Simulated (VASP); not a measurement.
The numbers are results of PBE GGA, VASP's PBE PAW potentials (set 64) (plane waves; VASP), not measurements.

Input for VASP

**KPOINTS**
```
kpoints
0
G
  11 11 6
```

### POSCAR
```
Tb
3.5615260
  0.4928488519  -0.8701149451   0.0000000000
  0.4928488519   0.8701149451   0.0000000000
  0.0000000000   0.0000000000   1.5941307181
Tb
2
Direct
  0.3333330000   0.6666670000   0.2500000000
  0.6843350000   0.3510010000   0.7500000000
```

**INCAR**
```
ALGO = Fast
EDIFF = 1E-6
ENCUT = 400
GGA = PE
ISIF = 2
ISMEAR = 1
LASPH = T
LCHARG = F
LMAXMIX = 6
LREAL = F
LWAVE = F
NELM = 100
PREC = Accurate
SIGMA = 0.1
SYSTEM = Tb
```

POTCAR, in this order: Tb_3 (PBE.64 set). Program: vasp_std.

The 4f electrons are frozen in the core of the lanthanide potential, so 4f levels, which can set the real gap, and their magnetism are missing.

Q: What does the run give for the energy per atom (σ→0), pressure, largest force, band gap (on the k-mesh)?

A: 
The energy per atom (σ→0) is -4.546 eV/atom, the band gap (on the k-mesh) is none (metal, semimetal or under 0.01 eV) and the pressure comes out as 1.97 GPa. The largest force is 0.055 eV/Å.

### OSZICAR
```
...
RMM:   6    -0.908226443900E+01   -0.33039E-02   -0.17637E-02  6405   0.112E+00    0.144E+01
RMM:   7    -0.909218252454E+01   -0.99181E-02   -0.53278E-02  8430   0.169E+00    0.221E-01
RMM:   8    -0.909195121649E+01    0.23131E-03   -0.32888E-03  8184   0.568E-01    0.762E-02
RMM:   9    -0.909189473383E+01    0.56483E-04   -0.53588E-04  7934   0.192E-01    0.238E-02
RMM:  10    -0.909189832915E+01   -0.35953E-05   -0.88000E-05  8066   0.702E-02    0.125E-02
RMM:  11    -0.909189744912E+01    0.88003E-06   -0.16122E-05  8436   0.317E-02    0.360E-03
RMM:  12    -0.909189816561E+01   -0.71649E-06   -0.37176E-06  6364   0.155E-02
   1 F= -.90918982E+01 E0= -.90920760E+01  d E =0.533382E-03
```

The compound is Tb in the hcp structure. The cell was not relaxed at this level, atoms are displaced from their ideal sites. The run is one of a series of settings (ALGO = Fast against the base run), some of them coarse on purpose.
